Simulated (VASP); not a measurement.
Method: AM05 GGA, VASP's PBE PAW potentials (set 64) (plane waves; VASP).

VASP input:

File KPOINTS:
```
kpoints
0
Gamma
  6 6 6
0 0 0
```

**INCAR**
```
SYSTEM = SrTiO3
PREC = Accurate
ENCUT = 520
EDIFF = 1E-7
NELM = 100
ALGO = Normal
LREAL = .FALSE.
LASPH = .TRUE.
ISMEAR = 0
SIGMA = 0.05
GGA = AM
LMAXMIX = 4
LWAVE = .FALSE.
LCHARG = .FALSE.
ISIF = 2
```

### POSCAR
```
SrTiO3
1.0
  3.8612670952   0.0000000000   0.0000000000
  0.0000000000   3.8612670952   0.0000000000
  0.0000000000   0.0000000000   3.8612670952
Sr Ti O
1 1 3
Cartesian
  0.0000000000   0.0000000000   0.0000000000
  1.9306335476   1.9306335476   1.9306335476
  1.9306335476   0.0000000000   1.9306335476
  0.0000000000   1.9306335476   1.9306335476
  1.9306335476   1.9306335476   0.0000000000
```

POTCAR, in this order: Sr_sv Ti_sv O (PBE.64 set). Program: vasp_std.

What VASP printed:

**OUTCAR**
```
 ion  position               nearest neighbor table
   1  0.000  0.000  0.000-   3 2.73   4 2.73   5 2.73   3 2.73   4 2.73   4 2.73   5 2.73   4 2.73
                             3 2.73   5 2.73   3 2.73   5 2.73   2 3.34   2 3.34   2 3.34   2 3.34
   2  0.500  0.500  0.500-   3 1.93   4 1.93   5 1.93   5 1.93   3 1.93   4 1.93   1 3.34   1 3.34
                             1 3.34   1 3.34   1 3.34   1 3.34   1 3.34   1 3.34
   3  0.500  0.000  0.500-   2 1.93   2 1.93   1 2.73   1 2.73   1 2.73   1 2.73
   4  0.000  0.500  0.500-   2 1.93   2 1.93   1 2.73   1 2.73   1 2.73   1 2.73
   5  0.500  0.500  0.000-   2 1.93   2 1.93   1 2.73   1 2.73   1 2.73   1 2.73
  LATTYP: Found a simple cubic cell.
 ALAT       =     3.8612670952
 Subroutine PRICEL returns:
 Original cell was already a primitive cell.
 Subroutine GETGRP returns: Found 48 space group operations
The static configuration has the point symmetry O_h .
The dynamic configuration has the point symmetry O_h .
 Subroutine INISYM returns: Found 48 space group operations
 Subroutine IBZKPT returns following result:
 Found     20 irreducible k-points:

 Following reciprocal coordinates:
            Coordinates               Weight
  0.000000  0.000000  0.000000      1.000000
  0.166667  0.000000  0.000000      6.000000
  0.333333  0.000000  0.000000      6.000000
  0.500000  0.000000  0.000000      3.000000
  0.166667  0.166667  0.000000     12.000000
  0.333333  0.166667  0.000000     24.000000
  0.500000  0.166667  0.000000     12.000000
  0.333333  0.333333  0.000000     12.000000
  0.500000  0.333333  0.000000     12.000000
  0.500000  0.500000  0.000000      3.000000
  0.166667  0.166667  0.166667      8.000000
  0.333333  0.166667  0.166667     24.000000
  0.500000  0.166667  0.166667     12.000000
  0.333333  0.333333  0.166667     24.000000
  0.500000  0.333333  0.166667     24.000000
  0.500000  0.500000  0.166667      6.000000
  0.333333  0.333333  0.333333      8.000000
  0.500000  0.333333  0.333333     12.000000
  0.500000  0.500000  0.333333      6.000000
...
```

### OSZICAR
```
       N       E                     dE             d eps       ncg     rms          rms(c)
DAV:   1     0.458999348654E+03    0.45900E+03   -0.21883E+04   960   0.187E+03
DAV:   2     0.241389625535E+01   -0.45659E+03   -0.44960E+03  1128   0.514E+02
DAV:   3    -0.480741681262E+02   -0.50488E+02   -0.48146E+02  1408   0.151E+02
DAV:   4    -0.501296922256E+02   -0.20555E+01   -0.20546E+01  1336   0.291E+01
DAV:   5    -0.501984785891E+02   -0.68786E-01   -0.68780E-01  1336   0.425E+00    0.291E+01
DAV:   6    -0.408274259325E+02    0.93711E+01   -0.58898E+01  1408   0.748E+01    0.177E+01
DAV:   7    -0.408723559637E+02   -0.44930E-01   -0.74427E+00  1176   0.215E+01    0.115E+01
DAV:   8    -0.409358508197E+02   -0.63495E-01   -0.19315E+00  1248   0.154E+01    0.348E+00
DAV:   9    -0.408285618088E+02    0.10729E+00   -0.51220E-01  1176   0.774E+00    0.874E-01
DAV:  10    -0.408345230737E+02   -0.59613E-02   -0.13188E-01  1360   0.266E+00    0.778E-01
DAV:  11    -0.408268807150E+02    0.76424E-02   -0.61705E-02  1368   0.198E+00    0.172E-01
DAV:  12    -0.408267241501E+02    0.15656E-03   -0.28553E-03  1248   0.648E-01    0.484E-02
DAV:  13    -0.408267720530E+02   -0.47903E-04   -0.18242E-04  1280   0.110E-01    0.244E-02
DAV:  14    -0.408267752184E+02   -0.31654E-05   -0.36545E-05  1440   0.624E-02    0.103E-02
DAV:  15    -0.408267749299E+02    0.28849E-06   -0.13907E-05  1280   0.374E-02    0.594E-03
DAV:  16    -0.408267756508E+02   -0.72087E-06   -0.34652E-06  1336   0.174E-02    0.380E-03
DAV:  17    -0.408267754006E+02    0.25024E-06   -0.44981E-07   976   0.915E-03    0.971E-04
DAV:  18    -0.408267753643E+02    0.36256E-07   -0.30484E-08   544   0.160E-03
   1 F= -.40826775E+02 E0= -.40826775E+02  d E =-.215250E-28
```

### OUTCAR
```
------------------------ aborting loop because EDIFF is reached ----------------------------------------
  FORCE on cell =-STRESS in cart. coord.  units (eV):
  Direction    XX          YY          ZZ          XY          YZ          ZX
  --------------------------------------------------------------------------------------
  Total        2.1251628      2.1251628      2.1251628     -0.0000000     -0.0000000     -0.0000000
  in kB       59.1443491     59.1443491     59.1443491     -0.0000000     -0.0000000     -0.0000000
  external PRESSURE =      59.1443491 kB  Pullay stress =       0.0000000 kB
  volume of cell :       57.57
      direct lattice vectors                 reciprocal lattice vectors
     3.861267095  0.000000000  0.000000000     0.258982343  0.000000000  0.000000000
     0.000000000  3.861267095  0.000000000     0.000000000  0.258982343  0.000000000
     0.000000000  0.000000000  3.861267095     0.000000000  0.000000000  0.258982343
 POSITION                                       TOTAL-FORCE (eV/Angst)
 -----------------------------------------------------------------------------------
      0.00000      0.00000      0.00000         0.000000      0.000000      0.000000
      1.93063      1.93063      1.93063         0.000000      0.000000      0.000000
      1.93063      0.00000      1.93063         0.000000      0.000000      0.000000
      0.00000      1.93063      1.93063         0.000000      0.000000      0.000000
      1.93063      1.93063      0.00000         0.000000      0.000000      0.000000
 -----------------------------------------------------------------------------------
    total drift:                                0.000000      0.000000     -0.000000
  FREE ENERGIE OF THE ION-ELECTRON SYSTEM (eV)
  ---------------------------------------------------
  free  energy   TOTEN  =       -40.8267753643 eV

  energy  without entropy=      -40.8267753643  energy(sigma->0) =      -40.82677536
```
(Selected blocks of OUTCAR.)

The compound is SrTiO3 in the cubic perovskite structure, the ideal cubic form; the compound distorts at low or room temperature. This cell is one point of a volume scan, at 0.97 of the reference volume.
